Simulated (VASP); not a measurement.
All values below come from PBEsol GGA, VASP's PBE PAW potentials (set 64) (plane waves; VASP 6.6.1).

The input files of a VASP run:

POSCAR:
```
ZnO
1
    1.5946778129    -2.7620634200     0.0000000000
    1.5946778129     2.7620634200     0.0000000000
    0.0000000000     0.0000000000     5.2237711021
Zn O
2 2
Direct
  0.6666670000   0.3333330000   0.5015316241
  0.3333330000   0.6666670000   0.0015316241
  0.6666670000   0.3333330000   0.8804683759
  0.3333330000   0.6666670000   0.3804683759
```

File KPOINTS:
```
Automatic mesh
0
Gamma
8 8 4
0 0 0
```

INCAR:
```
SYSTEM = ZnO
PREC = Accurate
ENCUT = 600
EDIFF = 1E-7
NELM = 100
ALGO = Normal
LREAL = .FALSE.
LASPH = .TRUE.
ISMEAR = 0
SIGMA = 0.05
GGA = PS
LMAXMIX = 4
LWAVE = .FALSE.
LCHARG = .FALSE.
ISIF = 2
```

POTCAR, in this order: Zn O (PBE.64 set). Program: vasp_std.

What VASP printed:

OUTCAR:
```
 ion  position               nearest neighbor table
   1  0.667  0.333  0.502-   4 1.95   4 1.95   4 1.95   3 1.98
   2  0.333  0.667  0.002-   3 1.95   3 1.95   3 1.95   4 1.98
   3  0.667  0.333  0.880-   2 1.95   2 1.95   2 1.95   1 1.98
   4  0.333  0.667  0.380-   1 1.95   1 1.95   1 1.95   2 1.98
  LATTYP: Found a hexagonal cell.
 ALAT       =     3.1893559950
 C/A-ratio  =     1.6378764585
 Subroutine PRICEL returns:
 Original cell was already a primitive cell.
 Subroutine GETGRP returns: Found 12 space group operations
The static configuration has the point symmetry C_3v.
 The point group associated with its full space group is C_6v.
The dynamic configuration has the point symmetry C_3v.
 Subroutine INISYM returns: Found 12 space group operations
 Subroutine IBZKPT returns following result:
 Found     30 irreducible k-points:

 Following reciprocal coordinates:
            Coordinates               Weight
  0.000000  0.000000  0.000000      1.000000
  0.125000 -0.000000  0.000000      6.000000
  0.250000 -0.000000  0.000000      6.000000
  0.375000 -0.000000  0.000000      6.000000
  0.500000 -0.000000  0.000000      3.000000
  0.125000  0.125000  0.000000      6.000000
  0.250000  0.125000  0.000000     12.000000
  0.375000  0.125000  0.000000     12.000000
  0.250000  0.250000  0.000000      6.000000
  0.375000  0.250000  0.000000      6.000000
  0.000000  0.000000  0.250000      2.000000
  0.125000 -0.000000  0.250000     12.000000
  0.250000 -0.000000  0.250000     12.000000
  0.375000 -0.000000  0.250000     12.000000
  0.500000 -0.000000  0.250000      6.000000
  0.125000  0.125000  0.250000     12.000000
  0.250000  0.125000  0.250000     24.000000
  0.375000  0.125000  0.250000     24.000000
  0.250000  0.250000  0.250000     12.000000
  0.375000  0.250000  0.250000     12.000000
  0.000000  0.000000  0.500000      1.000000
  0.125000 -0.000000  0.500000      6.000000
  0.250000 -0.000000  0.500000      6.000000
  0.375000 -0.000000  0.500000      6.000000
  0.500000 -0.000000  0.500000      3.000000
  0.125000  0.125000  0.500000      6.000000
  0.250000  0.125000  0.500000     12.000000
  0.375000  0.125000  0.500000     12.000000
  0.250000  0.250000  0.500000      6.000000
  0.375000  0.250000  0.500000      6.000000
   k-points           NKPTS =     30   k-points in BZ     NKDIM =     30   number of bands    NBANDS=     22
   number of dos      NEDOS =    301   number of ions     NIONS =      4
   total plane-waves  NPLWV =  32928
   dimension x,y,z NGX =    28 NGY =   28 NGZ =   42
   dimension x,y,z NGXF=    56 NGYF=   56 NGZF=   84
   ions per type =               2   2
   PREC   = accura    normal or accurate (medium, high low for compatibility)
   ISTART =      0    job   : 0-new  1-cont  2-samecut
   ICHARG =      2    charge: 1-file 2-atom 10-const
   ISPIN  =      1    spin polarized calculation?
   LNONCOLLINEAR =      F non collinear calculations
   LSORBIT =      F    spin-orbit coupling
   INIWAV =      1    electr: 0-lowe 1-rand  2-diag
   ENCUT  =  600.0 eV  44.10 Ry    6.64 a.u.   6.37  6.37 10.43*2*pi/ulx,y,z
   NELM   =    100;   NELMIN=  2; NELMDL= -5     # of ELM steps
   EDIFF  = 0.1E-06   stopping-criterion for ELM
   LREAL  =      F    real-space projection
   NLSPLINE    = F    spline interpolate recip. space projectors
   LMAXMIX     =    4 max onsite mixed and CHGCAR
   VOSKOWN=      0    Vosko Wilk Nusair interpolation
   EDIFFG = 0.1E-05   stopping-criterion for IOM
   NSW    =      0    number of steps for IOM
   NBLOCK =      1;   KBLOCK =      1    inner block; outer block
   IBRION =     -1    ionic relax: 0-MD 1-quasi-New 2-CG
   NFREE  =      0    steps in history (QN), initial steepest desc. (CG)
...
```

File OSZICAR:
```
       N       E                     dE             d eps       ncg     rms          rms(c)
DAV:   1     0.305439655205E+03    0.30544E+03   -0.20455E+04  1320   0.265E+03
DAV:   2     0.101112750262E+02   -0.29533E+03   -0.28471E+03  1440   0.476E+02
DAV:   3    -0.215838464332E+02   -0.31695E+02   -0.31471E+02  1572   0.163E+02
DAV:   4    -0.221922239321E+02   -0.60838E+00   -0.60784E+00  1446   0.238E+01
DAV:   5    -0.221969737888E+02   -0.47499E-02   -0.47493E-02  1560   0.201E+00    0.153E+01
DAV:   6    -0.192928009959E+02    0.29042E+01   -0.10071E+01  2376   0.707E+01    0.997E+00
DAV:   7    -0.194308111594E+02   -0.13801E+00   -0.23264E+00  1364   0.182E+01    0.582E+00
DAV:   8    -0.194419279832E+02   -0.11117E-01   -0.72583E-01  2004   0.865E+00    0.172E+00
DAV:   9    -0.193855970113E+02    0.56331E-01   -0.15594E-01  2108   0.737E+00    0.358E-01
DAV:  10    -0.193882994168E+02   -0.27024E-02   -0.51805E-02  1356   0.177E+00    0.141E-01
DAV:  11    -0.193881753675E+02    0.12405E-03   -0.19652E-03  1896   0.810E-01    0.356E-02
DAV:  12    -0.193882039533E+02   -0.28586E-04   -0.24752E-04  1624   0.356E-01    0.142E-02
DAV:  13    -0.193882068905E+02   -0.29372E-05   -0.20366E-05  1498   0.958E-02    0.795E-03
DAV:  14    -0.193882077512E+02   -0.86074E-06   -0.33736E-06  1436   0.240E-02    0.685E-03
DAV:  15    -0.193882069574E+02    0.79377E-06   -0.15335E-06  1546   0.117E-02    0.168E-03
DAV:  16    -0.193882068656E+02    0.91872E-07   -0.22744E-07   944   0.415E-03
   1 F= -.19388207E+02 E0= -.19388207E+02  d E =-.272588E-14
```

**OUTCAR**
```
------------------------ aborting loop because EDIFF is reached ----------------------------------------
  FORCE on cell =-STRESS in cart. coord.  units (eV):
  Direction    XX          YY          ZZ          XY          YZ          ZX
  --------------------------------------------------------------------------------------
  Total        1.6739352      1.6739357      0.6148944      0.0000000      0.0000000     -0.0000000
  in kB       58.2812011     58.2812191     21.4087060      0.0000000      0.0000000     -0.0000000
  external PRESSURE =      45.9903754 kB  Pullay stress =       0.0000000 kB
  volume of cell :       46.02
      direct lattice vectors                 reciprocal lattice vectors
     1.594677813 -2.762063420  0.000000000     0.313542959 -0.181024084  0.000000000
     1.594677813  2.762063420  0.000000000     0.313542959  0.181024084  0.000000000
     0.000000000  0.000000000  5.223771102     0.000000000  0.000000000  0.191432584
  FREE ENERGIE OF THE ION-ELECTRON SYSTEM (eV)
  ---------------------------------------------------
  free  energy   TOTEN  =       -19.3882068656 eV

  energy  without entropy=      -19.3882068656  energy(sigma->0) =      -19.38820687
```
(Selected blocks of OUTCAR.)

The compound is ZnO in the wurtzite structure. This cell was strained or had an atom moved on purpose.
